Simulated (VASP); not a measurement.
# InHIF: harmonic vibrations of a molecule

InHIF, molecule in box, 4 atoms in the cell. PBE, harmonic vibrations; PAW potentials F, In_d, I, H (PBE set).

## Input

INCAR.step1:
```
SYSTEM = InHIF
PREC = Accurate
ENCUT = 400
EDIFF = 1E-8
ISMEAR = 0
SIGMA = 0.01
ISYM = 0
LREAL = .FALSE.
LASPH = .TRUE.
NELM = 100
ALGO = Normal
LWAVE = .FALSE.
LCHARG = .FALSE.
IBRION = 2
NSW = 60
ISIF = 2
EDIFFG = -0.002
POTIM = 0.5
```

INCAR.step2, as INCAR.step1 but for:
```
- IBRION = 2
- NSW = 60
- ISIF = 2
- EDIFFG = -0.002
- POTIM = 0.5
+ IBRION = 5
+ NFREE = 2
+ POTIM = 0.015
+ NSW = 1
```

KPOINTS:
```
k-points
0
Gamma
  1 1 1
```

POSCAR.step1:
```
InHIF
1.0
   13.0000000000      0.0000000000      0.0000000000
    0.0000000000     12.0000000000      0.0000000000
    0.0000000000      0.0000000000     12.0000000000
F In I H
1 1 1 1
Direct
    0.3638923100      0.4938458300      0.6005208300
    0.4858000000      0.5183125000      0.5098625000
    0.6381076900      0.3904125000      0.5766208300
    0.4800384600      0.6130875000      0.4051458300
```

Commands (each step's output is kept before the next begins):
```
cat potpaw_PBE.64/F/POTCAR potpaw_PBE.64/In_d/POTCAR potpaw_PBE.64/I/POTCAR potpaw_PBE.64/H/POTCAR > POTCAR
cp INCAR.step1 INCAR
cp POSCAR.step1 POSCAR
mpirun -np 4 vasp_gam > vasp.out
cp CONTCAR POSCAR
cp INCAR.step2 INCAR
mpirun -np 4 vasp_gam > vasp.out
```

## Result

- Vibrations (cm⁻¹; a negative value is imaginary): 1814, 555, 417, 357, 201, 102
- Zero-point energy (eV): 0.214
- Translations and rotations, which should read zero (cm⁻¹): -18, -5, -4, 0, 4, 19
- Vibrational entropy at 298 K (meV/K): 0.352
- Displaced cells: 24
- Ionic steps, all stages: 45
- Electronic steps, all stages: 796

VASP 6.6.1 took 1852 s on 4 cores (Intel Xeon Platinum 8259CL @ 2.50GHz (Skylake/Cascade Lake)), a shared host.
